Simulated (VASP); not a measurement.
The system is InSb.

```xyz
2
Lattice="0.0000 3.3166 3.3166 3.3166 0.0000 3.3166 3.3166 3.3166 0.0000" Properties=species:S:1:pos:R:3 pbc="T T T"
In    1.6583    1.6583    1.6583
Sb    0.0000    0.0000    0.0000
```

The cell is a database's computed one.

| Property | Result |
| --- | --- |
| Program | VASP 6.6.1 |
| Task | relaxation of cell and atoms |
| Functional | PBEsol |
| Potentials or basis | VASP PAW PBE potentials, release 64 (In_d, Sb) |
| Cutoff | 600 eV |
| k mesh | 9 × 9 × 9 |
| Occupations | gaussian, width 0.02 eV |
| Spin | no spin polarisation |

At the start: pressure -1.9 GPa; volume 36.48 Å³/atom.

**Question.** Where does the relaxation end?

**Answer.** Over 3 steps the energy falls by 11.5 meV/atom and the volume is 34.67 Å³/atom (-5.0 %); space group F-43m (No. 216, to 0.05 Å).

Step by step:
| step | energy change (eV) | largest force (eV/Å) | pressure (GPa) | volume (Å³) |
| --- | --- | --- | --- | --- |
| 1 | 0.0000 | 0.0000 | -1.93 | 72.96 |
| 2 | -0.0214 | 0.0000 | 0.60 | 68.41 |
| 3 | -0.0231 | 0.0000 | 0.02 | 69.33 |

Final structure:
```xyz
2
Lattice="0.0000 3.2606 3.2606 3.2606 0.0000 3.2606 3.2606 3.2606 0.0000" Properties=species:S:1:pos:R:3 pbc="T T T"
In    1.6303    1.6303    1.6303
Sb    0.0000    0.0000    0.0000
```

Caveat: the PAW data sets were made with another functional, which shifts forces and pressure a little.
